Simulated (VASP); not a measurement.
Crystal: W.

```xyz
1
Lattice="-1.5823 1.5823 1.5823 1.5823 -1.5823 1.5823 1.5823 1.5823 -1.5823" Properties=species:S:1:pos:R:3 pbc="T T T"
W     0.0000    0.0000    0.0000
```

| Item | Value |
| --- | --- |
| Program | VASP 6.6.1 |
| Task | relaxation of cell and atoms |
| Functional | PBE |
| Potentials or basis | VASP PAW PBE potentials, release 64 (W_sv) |
| Cutoff | 600 eV |
| k mesh | 19 × 19 × 19 |
| Occupations | methfessel-paxton, width 0.1 eV |
| Spin | no spin polarisation |

At the start: pressure 6.0 GPa; volume 15.85 Å³/atom.

Problem. Where does the relaxation end?

Solution. Over 4 steps the energy falls by 5.6 meV/atom and the volume is 16.15 Å³/atom (+1.9 %); space group Im-3m (No. 229, to 0.05 Å).

The path:
```
step  energy change (eV)  largest force (eV/Å)  pressure (GPa)  volume (Å³)
   1              0.0000                0.0000            6.01        15.85
   2              0.0570                0.0000          -17.25        17.25
   3             -0.0056                0.0000           -0.18        16.16
   4             -0.0056                0.0000            0.00        16.15
```

Final structure:
```yaml
crystal:
  lattice:
    - [-1.59246, 1.59246, 1.59246]
    - [1.59246, -1.59246, 1.59246]
    - [1.59246, 1.59246, -1.59246]
  atoms:
    - { symbol: W, position: [0.00000, 0.00000, 0.00000] }
```
